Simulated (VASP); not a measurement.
Data:

```xyz
2
Lattice="2.8391 0.0000 0.0000 0.0000 2.8391 0.0000 0.0000 0.0000 2.8391" Properties=species:S:1:pos:R:3 pbc="T T T"
Al     1.4196     1.4196     1.4196
Fe     0.0000     0.0000     0.0000
```

All values below come from PBE GGA with D3 dispersion (Becke-Johnson damping), VASP's PBE PAW potentials (set 64) (plane waves; VASP). Numerical set-up: 520 eV cut-off, Gaussian smearing of 0.050 eV, potentials Al Fe.

Question: Give the energies of bands 1 to 8 at the high-symmetry points, in eV from the Fermi level.

Answer: 
```
band       Γ      X      M      R
----  ------  -----  -----  -----
1     -10.47  -6.17  -4.79  -3.40
2      -2.30  -5.99  -2.33  -3.40
3      -2.30  -1.61  -2.01  -3.40
4       0.19  -0.86  -2.01   0.96
5       0.19  -0.86  -0.61   0.96
6       0.19   0.32  -0.61   3.20
7       6.75   1.38   0.92   3.20
8       6.75   8.89   3.73   3.20
```

It has no gap at this level: it comes out as a metal or semimetal.

The compound is FeAl in the CsCl type structure. It was relaxed first, which changed the volume by -7 %. The run is not spin-polarised, so no magnetic state was tried. The electron count is odd and the run is not spin-polarised, which forces a metal.
